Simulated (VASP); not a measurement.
# Zr (Zirconium): convergence with the plane-wave cutoff and SCF threshold

Aim: find how far the plane-wave cutoff and SCF threshold must be pushed for Zr (Zirconium), and what that costs. The series runs use PBEsol. The plane-wave cutoff tried: ENCUT = 140; ENCUT = 170; ENCUT = 210; ENCUT = 230; ENCUT = 260; ENCUT = 300; ENCUT = 370; ENCUT = 460. The SCF threshold tried: EDIFF = 0.01; EDIFF = 0.001; EDIFF = 1E-04; EDIFF = 1E-05; EDIFF = 1E-06; EDIFF = 1E-08. This is not the structure that Zr takes at ambient conditions. The start is a cell from a database of measured crystal structures.

Program: VASP 6.6.1. Level of theory: PBEsol; plane waves and PAW (Zr_sv). Results are calculated unless marked as measured.

## (1) Starting point

Symmetry: Im-3m, No. 229, cubic system. Conventional cell: a = 3.620 Å, b = 3.620 Å, c = 3.620 Å, α = 90.00°, β = 90.00°, γ = 90.00°. Nearest to Zr lie 8 Zr at 3.14 Å.

## (2) Plane-wave cutoff: ENCUT = 140

The basis grows with ENCUT, and energy and stress both move with it. PBEsol restores the gradient expansion of exchange and is tuned for the cells of solids.

INCAR

```
SYSTEM = Zr
PREC = Accurate
ENCUT = 140
EDIFF = 1E-06
NELM = 100
ISMEAR = -1
SIGMA = 0.05
LREAL = .FALSE.
ALGO = Normal
GGA = PS
NBANDS = 12
LORBIT = 11
LWAVE = .FALSE.
LCHARG = .FALSE.
KPAR = 2
ISIF = 2
```

POSCAR

```
Zr
1.0
   -1.8100000000      1.8100000000      1.8100000000
    1.8100000000     -1.8100000000      1.8100000000
    1.8100000000      1.8100000000     -1.8100000000
Zr
1
Direct
    0.0000000000      0.0000000000      0.0000000000
```

KPOINTS

```
Automatic mesh
0
Gamma
9 9 9
0 0 0
```

Potentials, in the order of the species: Zr_sv (PBE family, release 64).

Command:

```sh
$ mpirun -np 2 vasp_std
```

The program printed:

```text
[banner, memory and clock lines left out]
running    2 mpi-ranks, on    1 nodes
 distrk:  each k-point on    1 cores,    2 groups
 distr:  one band on    1 cores,    1 groups

 POSCAR found type information on POSCAR Zr
 POSCAR found :  1 types and       1 ions
|                                                                             |
|               ----> ADVICE to this user running VASP <----                  |
|                                                                             |
|     You enforced a specific xc type in the INCAR file but a different       |
|     [... a line on the potential file left out ...]
|     I HOPE YOU KNOW WHAT YOU ARE DOING!                                     |
|                                                                             |

 LDA part: xc-table for (Slater+PW92), standard interpolation
 POSCAR, INCAR and KPOINTS ok, starting setup
 FFT: planning ... GRIDC
 FFT: planning ... GRID_SOFT
 FFT: planning ... GRID
 WAVECAR not read
 entering main loop
       N       E                     dE             d eps       ncg     rms          rms(c)
DAV:   1     0.100568772462E+02    0.10057E+02   -0.33289E+03  1100   0.385E+02
DAV:   2    -0.831549315088E+01   -0.18372E+02   -0.17863E+02  1008   0.101E+02
DAV:   3    -0.851541180551E+01   -0.19992E+00   -0.19966E+00  1000   0.891E+00
DAV:   4    -0.851644904441E+01   -0.10372E-02   -0.10372E-02   952   0.686E-01
DAV:   5    -0.851645956316E+01   -0.10519E-04   -0.10520E-04   980   0.590E-02    0.268E+01
DAV:   6    -0.744373853089E+01    0.10727E+01   -0.11242E+00   920   0.897E+00    0.131E+01
DAV:   7    -0.718309731906E+01    0.26064E+00   -0.84320E-01   984   0.751E+00    0.752E-01
DAV:   8    -0.718357871038E+01   -0.48139E-03   -0.17942E-02   916   0.990E-01    0.262E-01
DAV:   9    -0.718300307624E+01    0.57563E-03   -0.11007E-03   948   0.262E-01    0.444E-02
DAV:  10    -0.718306211279E+01   -0.59037E-04   -0.30327E-05  1032   0.325E-02    0.260E-02
DAV:  11    -0.718305021184E+01    0.11901E-04   -0.31155E-06   992   0.141E-02    0.822E-04
DAV:  12    -0.718305127705E+01   -0.10652E-05   -0.10310E-07   480   0.181E-03    0.504E-04
DAV:  13    -0.718305102723E+01    0.24982E-06   -0.33760E-08   436   0.847E-04
   1 F= -.71830510E+01 E0= -.71735796E+01  d E =-.189430E-01
```

Elapsed: 1 s, on 2 MPI ranks of Intel Xeon 6975P-C (Granite Rapids), shared host; peak memory 0.17 GiB.

Lines that name or quote the potential files are left out of all logs, and their timing lines are given in words.

Parts of OUTCAR (step 2):

```text
ion  position               nearest neighbor table
   1  0.000  0.000  0.000-

  LATTYP: Found a body centered cubic cell.
 ALAT       =     3.6200000000

 Subroutine GETGRP returns: Found 48 space group operations
 (whereof 48 operations were pure point group operations)

The static configuration has the point symmetry O_h .

 Found     35 irreducible k-points:

   k-points           NKPTS =     35   k-points in BZ     NKDIM =     35   number of bands    NBANDS=     12

   dimension x,y,z NGX =    12 NGY =   12 NGZ =   12
   dimension x,y,z NGXF=    24 NGYF=   24 NGZF=   24

   ENCUT  =  140.0 eV  10.29 Ry    3.21 a.u.   3.02  3.02  3.02*2*pi/ulx,y,z

   NELECT =      12.0000    total number of electrons

 k-points in reciprocal lattice and weights: Automatic mesh
   0.00000000  0.00000000  0.00000000       0.001
   0.11111111  0.00000000  0.00000000       0.016
   0.22222222  0.00000000  0.00000000       0.016
   0.33333333  0.00000000  0.00000000       0.016
   0.44444444  0.00000000  0.00000000       0.016
   0.11111111  0.11111111  0.00000000       0.033
   0.22222222  0.11111111 -0.00000000       0.066
   0.33333333  0.11111111  0.00000000       0.066
   0.44444444  0.11111111  0.00000000       0.033
[...]
-0.44444444 -0.44444444  0.33333333       0.011
  -0.44444444  0.44444444  0.44444444       0.008

 average (electrostatic) potential at core
       1 -76.8116

 E-fermi :   8.5785

 k-point     1 :       0.0000    0.0000    0.0000
  band No.  band energies     occupation
      1     -41.3937      2.00000
      2     -17.6786      2.00000
      3     -17.6785      2.00000
      4     -17.6785      2.00000
      5       3.8646      2.00000
      6       9.7629      0.00000
      7       9.7629      0.00000
      8       9.7629      0.00000
      9      11.9770      0.00000
     10      11.9770      0.00000
    ...

 k-point     2 :       0.1111    0.0000    0.0000
  band No.  band energies     occupation
      1     -41.3674      2.00000
      2     -17.6506      2.00000
      3     -17.6055      2.00000
      4     -17.5705      2.00000
      5       4.2563      2.00000
      6       9.5181      0.00000
      7       9.7181      0.00000
      8      10.2764      0.00000
      9      11.6770      0.00000
     10      12.0050      0.00000
    ...

 k-point     3 :       0.2222    0.0000    0.0000
  band No.  band energies     occupation
      1     -41.3290      2.00000
      2     -18.2410      2.00000
      3     -17.6394      2.00000
      4     -17.5972      2.00000
      5       5.1402      2.00000
      6       8.9737      0.00074
      7       8.9842      0.00060
      8      11.3185      0.00000
      9      11.5943      0.00000
     10      12.0915      0.00000
    ...

  Total      -33.2325262    -33.2325262    -33.2325262      0.0000000      0.0000000      0.0000000
  in kB    -2244.8029372  -2244.8029372  -2244.8029372      0.0000000      0.0000000      0.0000000
  external PRESSURE =   -2244.8029372 kB  Pullay stress =       0.0000000 kB

  energy-cutoff  :      140.00
  volume of cell :       23.72
      direct lattice vectors                 reciprocal lattice vectors
    -1.810000000  1.810000000  1.810000000     0.000000000  0.276243094  0.276243094
     1.810000000 -1.810000000  1.810000000     0.276243094  0.000000000  0.276243094
     1.810000000  1.810000000 -1.810000000     0.276243094  0.276243094  0.000000000

 POSITION                                       TOTAL-FORCE (eV/Angst)
 -----------------------------------------------------------------------------------
      0.00000      0.00000      0.00000        -0.000000     -0.000000      0.000000
 -----------------------------------------------------------------------------------
    total drift:                               -0.000000      0.000000      0.000000

  FREE ENERGIE OF THE ION-ELECTRON SYSTEM (eV)
  ---------------------------------------------------
  free  energy   TOTEN  =        -7.1830510272 eV

  energy  without entropy=       -7.1641080733  energy(sigma->0) =       -7.17357955

 total charge
# of ion       s       p       d       tot
------------------------------------------
    1        2.116   6.322   1.827  10.265

[... 3 further parts left out ...]
```

The k-mesh is coarse for a metal. The PAW data sets were made with PBE, which is usual practice but a small mismatch for other functionals.

Numbers from this step:

```yaml
scf_cycles: 13
electrons: 12
bands: 12
irreducible_k_points: 35
symmetry_operations: 48
free_energy_toten: -7.183 eV
energy_at_zero_smearing: -7.174 eV
fermi_energy: 8.579 eV
pressure: -224.5 GPa
metallic: yes
```

The series starts at -7.1736 eV an atom and -224.48 GPa, after 13 cycles in 1 s.

## (3) Plane-wave cutoff: ENCUT = 170

INCAR: that of step 2 with these lines changed.

```diff
@@ -2,3 +2,3 @@
 PREC = Accurate
-ENCUT = 140
+ENCUT = 170
 EDIFF = 1E-06
```

POSCAR is that of step 2.

KPOINTS is that of step 2.

Command:

```sh
$ mpirun -np 2 vasp_std
```

The program printed:

```text
[banner, memory and clock lines left out]
running    2 mpi-ranks, on    1 nodes
[...]
[... a notice as in an earlier step ...]

 LDA part: xc-table for (Slater+PW92), standard interpolation
 POSCAR, INCAR and KPOINTS ok, starting setup
[...]
entering main loop
       N       E                     dE             d eps       ncg     rms          rms(c)
DAV:   1     0.196386277626E+02    0.19639E+02   -0.38314E+03  1004   0.440E+02
DAV:   2    -0.874874483046E+01   -0.28387E+02   -0.27614E+02  1024   0.134E+02
DAV:   3    -0.917636479881E+01   -0.42762E+00   -0.42607E+00  1060   0.132E+01
DAV:   4    -0.918299575020E+01   -0.66310E-02   -0.66304E-02   948   0.172E+00
[...]
DAV:  10    -0.863169302387E+01   -0.26490E-04   -0.28907E-05  1188   0.318E-02    0.613E-03
DAV:  11    -0.863169145781E+01    0.15661E-05   -0.18451E-07   624   0.355E-03    0.130E-03
DAV:  12    -0.863169191351E+01   -0.45570E-06   -0.37787E-08   468   0.144E-03
   1 F= -.86316919E+01 E0= -.86224971E+01  d E =-.183896E-01
```

It took 1 s on 2 MPI ranks; peak memory 0.19 GiB.

From OUTCAR (step 3):

```text
  Total      -10.8542285    -10.8542285    -10.8542285      0.0000000      0.0000000      0.0000000
  in kB     -733.1854293   -733.1854293   -733.1854293      0.0000000      0.0000000      0.0000000
  external PRESSURE =    -733.1854293 kB  Pullay stress =       0.0000000 kB

 POSITION                                       TOTAL-FORCE (eV/Angst)
 -----------------------------------------------------------------------------------
      0.00000      0.00000      0.00000        -0.000000      0.000000      0.000000
 -----------------------------------------------------------------------------------
    total drift:                               -0.000000     -0.000000     -0.000000

  FREE ENERGIE OF THE ION-ELECTRON SYSTEM (eV)
  ---------------------------------------------------
  free  energy   TOTEN  =        -8.6316919135 eV

  energy  without entropy=       -8.6133023222  energy(sigma->0) =       -8.62249712

[... 1 part as in an earlier step ...]

[... 2 further parts left out ...]
[key lines of the parts left out:]
E-fermi :   8.4287
```

Against the run before the energy moves by -1448.92 meV an atom and the pressure by +151.16 GPa, after 12 cycles in 1 s.

## (4) Plane-wave cutoff: ENCUT = 210

INCAR: that of step 3 with these lines changed.

```diff
@@ -2,3 +2,3 @@
 PREC = Accurate
-ENCUT = 170
+ENCUT = 210
 EDIFF = 1E-06
```

POSCAR is that of step 3.

KPOINTS is that of step 3.

Command:

```sh
$ mpirun -np 2 vasp_std
```

The program printed:

```text
[... set-up lines as in an earlier step ...]
 entering main loop
       N       E                     dE             d eps       ncg     rms          rms(c)
DAV:   1     0.318611446038E+02    0.31861E+02   -0.42129E+03   952   0.527E+02
DAV:   2    -0.864782271916E+01   -0.40509E+02   -0.39412E+02  1000   0.163E+02
DAV:   3    -0.935581843100E+01   -0.70800E+00   -0.70278E+00  1084   0.176E+01
DAV:   4    -0.936583465956E+01   -0.10016E-01   -0.10015E-01   952   0.232E+00
[...]
DAV:  12    -0.895292607109E+01    0.14601E-05   -0.22117E-08   484   0.144E-03    0.679E-04
DAV:  13    -0.895292747289E+01   -0.14018E-05   -0.27892E-09   452   0.472E-04    0.244E-05
DAV:  14    -0.895292754230E+01   -0.69405E-07   -0.30570E-10   452   0.118E-04
   1 F= -.89529275E+01 E0= -.89437485E+01  d E =-.183581E-01
```

Elapsed: 1.2 s, on 2 MPI ranks; peak memory 0.2 GiB.

From OUTCAR (step 4):

```text
  Total       -2.3171202     -2.3171202     -2.3171202      0.0000000     -0.0000000      0.0000000
  in kB     -156.5176887   -156.5176887   -156.5176887      0.0000000     -0.0000000      0.0000000
  external PRESSURE =    -156.5176887 kB  Pullay stress =       0.0000000 kB

 POSITION                                       TOTAL-FORCE (eV/Angst)
 -----------------------------------------------------------------------------------
      0.00000      0.00000      0.00000         0.000000      0.000000     -0.000000
 -----------------------------------------------------------------------------------
    total drift:                                0.000000     -0.000000     -0.000000

  FREE ENERGIE OF THE ION-ELECTRON SYSTEM (eV)
  ---------------------------------------------------
  free  energy   TOTEN  =        -8.9529275423 eV

  energy  without entropy=       -8.9345694865  energy(sigma->0) =       -8.94374851

[... 1 part as in an earlier step ...]

[... 2 further parts left out ...]
[key lines of the parts left out:]
E-fermi :   8.3767
```

Against the run before the energy moves by -321.25 meV an atom and the pressure by +57.67 GPa, after 14 cycles in 1.2 s.

## (5) Plane-wave cutoff: ENCUT = 230

INCAR: that of step 4 with these lines changed.

```diff
@@ -2,3 +2,3 @@
 PREC = Accurate
-ENCUT = 210
+ENCUT = 230
 EDIFF = 1E-06
```

POSCAR is that of step 4.

KPOINTS is that of step 4.

Command:

```sh
$ mpirun -np 2 vasp_std
```

The program printed:

```text
[... set-up lines as in an earlier step ...]
 entering main loop
       N       E                     dE             d eps       ncg     rms          rms(c)
DAV:   1     0.339393171326E+02    0.33939E+02   -0.45031E+03   920   0.569E+02
DAV:   2    -0.847660902085E+01   -0.42416E+02   -0.41384E+02   980   0.172E+02
DAV:   3    -0.934901332616E+01   -0.87240E+00   -0.86457E+00  1068   0.203E+01
DAV:   4    -0.937267380787E+01   -0.23660E-01   -0.23653E-01   948   0.351E+00
[...]
DAV:  11    -0.896435387776E+01   -0.88478E-05   -0.41985E-07   528   0.525E-03    0.222E-03
DAV:  12    -0.896435052191E+01    0.33558E-05   -0.56330E-08   484   0.223E-03    0.217E-04
DAV:  13    -0.896435079611E+01   -0.27420E-06   -0.50195E-09   440   0.430E-04
   1 F= -.89643508E+01 E0= -.89551397E+01  d E =-.184222E-01
```

The job ended after 1.2 s (2 MPI ranks; peak memory 0.19 GiB).

Parts of OUTCAR (step 5):

```text
  Total       -1.3389373     -1.3389373     -1.3389373     -0.0000000     -0.0000000      0.0000000
  in kB      -90.4430333    -90.4430333    -90.4430333     -0.0000000     -0.0000000      0.0000000
  external PRESSURE =     -90.4430333 kB  Pullay stress =       0.0000000 kB

 POSITION                                       TOTAL-FORCE (eV/Angst)
 -----------------------------------------------------------------------------------
      0.00000      0.00000      0.00000        -0.000000     -0.000000     -0.000000
 -----------------------------------------------------------------------------------
    total drift:                                0.000000     -0.000000     -0.000000

  FREE ENERGIE OF THE ION-ELECTRON SYSTEM (eV)
  ---------------------------------------------------
  free  energy   TOTEN  =        -8.9643507961 eV

  energy  without entropy=       -8.9459286204  energy(sigma->0) =       -8.95513971

[... 1 part as in an earlier step ...]

[... 2 further parts left out ...]
[key lines of the parts left out:]
E-fermi :   8.3747
```

Against the run before the energy moves by -11.39 meV an atom and the pressure by +6.61 GPa, after 13 cycles in 1.2 s.

## (6) Plane-wave cutoff: ENCUT = 260

INCAR: that of step 5 with these lines changed.

```diff
@@ -2,3 +2,3 @@
 PREC = Accurate
-ENCUT = 230
+ENCUT = 260
 EDIFF = 1E-06
```

POSCAR is that of step 5.

KPOINTS is that of step 5.

Command:

```sh
$ mpirun -np 2 vasp_std
```

The program printed:

```text
[... set-up lines as in an earlier step ...]
 entering main loop
       N       E                     dE             d eps       ncg     rms          rms(c)
DAV:   1     0.439102297536E+02    0.43910E+02   -0.48049E+03   892   0.607E+02
DAV:   2    -0.816311911463E+01   -0.52073E+02   -0.50904E+02  1028   0.192E+02
DAV:   3    -0.936143531403E+01   -0.11983E+01   -0.11883E+01  1100   0.240E+01
DAV:   4    -0.938133626177E+01   -0.19901E-01   -0.19897E-01  1000   0.328E+00
[...]
DAV:   9    -0.897270693900E+01    0.28306E-05   -0.19006E-04  1024   0.115E-01    0.136E-02
DAV:  10    -0.897269356179E+01    0.13377E-04   -0.46731E-06  1092   0.168E-02    0.435E-03
DAV:  11    -0.897269319441E+01    0.36738E-06   -0.33581E-07   548   0.551E-03
   1 F= -.89726932E+01 E0= -.89634893E+01  d E =-.184079E-01
```

Wall time 1 s (2 MPI ranks); peak memory 0.2 GiB.

OUTCAR, selected parts (step 6):

```text
  Total       -1.0239949     -1.0239949     -1.0239949      0.0000000      0.0000000     -0.0000000
  in kB      -69.1691846    -69.1691846    -69.1691846      0.0000000      0.0000000     -0.0000000
  external PRESSURE =     -69.1691846 kB  Pullay stress =       0.0000000 kB

 POSITION                                       TOTAL-FORCE (eV/Angst)
 -----------------------------------------------------------------------------------
      0.00000      0.00000      0.00000        -0.000000      0.000000     -0.000000
 -----------------------------------------------------------------------------------
    total drift:                                0.000000     -0.000000     -0.000000

  FREE ENERGIE OF THE ION-ELECTRON SYSTEM (eV)
  ---------------------------------------------------
  free  energy   TOTEN  =        -8.9726931944 eV

  energy  without entropy=       -8.9542853264  energy(sigma->0) =       -8.96348926

[... 1 part as in an earlier step ...]

[... 2 further parts left out ...]
[key lines of the parts left out:]
E-fermi :   8.3740
```

Against the run before the energy moves by -8.35 meV an atom and the pressure by +2.13 GPa, after 11 cycles in 1 s.

## (7) Plane-wave cutoff: ENCUT = 300

INCAR: that of step 6 with these lines changed.

```diff
@@ -2,3 +2,3 @@
 PREC = Accurate
-ENCUT = 260
+ENCUT = 300
 EDIFF = 1E-06
```

POSCAR is that of step 6.

KPOINTS is that of step 6.

Command:

```sh
$ mpirun -np 2 vasp_std
```

The program printed:

```text
[... set-up lines as in an earlier step ...]
 entering main loop
       N       E                     dE             d eps       ncg     rms          rms(c)
DAV:   1     0.562795238324E+02    0.56280E+02   -0.50444E+03   864   0.664E+02
DAV:   2    -0.776162597652E+01   -0.64041E+02   -0.62500E+02   968   0.214E+02
DAV:   3    -0.935347046765E+01   -0.15918E+01   -0.15726E+01  1164   0.282E+01
DAV:   4    -0.937909969147E+01   -0.25629E-01   -0.25619E-01   972   0.379E+00
[...]
DAV:   9    -0.897329044963E+01   -0.74596E-05   -0.21691E-04  1092   0.126E-01    0.146E-02
DAV:  10    -0.897327513326E+01    0.15316E-04   -0.70342E-06   956   0.210E-02    0.583E-03
DAV:  11    -0.897327606867E+01   -0.93541E-06   -0.38353E-07   588   0.554E-03
   1 F= -.89732761E+01 E0= -.89640511E+01  d E =-.184499E-01
```

It took 1.4 s on 2 MPI ranks; peak memory 0.21 GiB; 1.9 s of CPU time.

OUTCAR, selected parts (step 7):

```text
  Total       -1.1281150     -1.1281150     -1.1281150     -0.0000000     -0.0000000      0.0000000
  in kB      -76.2023271    -76.2023271    -76.2023271     -0.0000000     -0.0000000      0.0000000
  external PRESSURE =     -76.2023271 kB  Pullay stress =       0.0000000 kB

 POSITION                                       TOTAL-FORCE (eV/Angst)
 -----------------------------------------------------------------------------------
      0.00000      0.00000      0.00000         0.000000     -0.000000      0.000000
 -----------------------------------------------------------------------------------
    total drift:                                0.000000      0.000000      0.000000

  FREE ENERGIE OF THE ION-ELECTRON SYSTEM (eV)
  ---------------------------------------------------
  free  energy   TOTEN  =        -8.9732760687 eV

  energy  without entropy=       -8.9548261258  energy(sigma->0) =       -8.96405110

[... 1 part as in an earlier step ...]

[... 2 further parts left out ...]
[key lines of the parts left out:]
E-fermi :   8.3723
```

Against the run before the energy moves by -0.56 meV an atom and the pressure by -0.70 GPa, after 11 cycles in 1.4 s.

[end of part 1 of 2]

[Lines on the potential files, build, host, timing and source positions are cut from VASP's logs without a mark.]

[Logs are printed without paths, hosts, clocks, repeated set-up lines and the standing remarks that a program may print on its own settings, such as how far it seeks lower states.]

[Hosts, paths, dates, database ids (printed as entryN), source tags and the programs' standing remarks are cut or masked in the printed files.]

[A measured line is paired with the nearest computed mode of its activity, which favours agreement.]
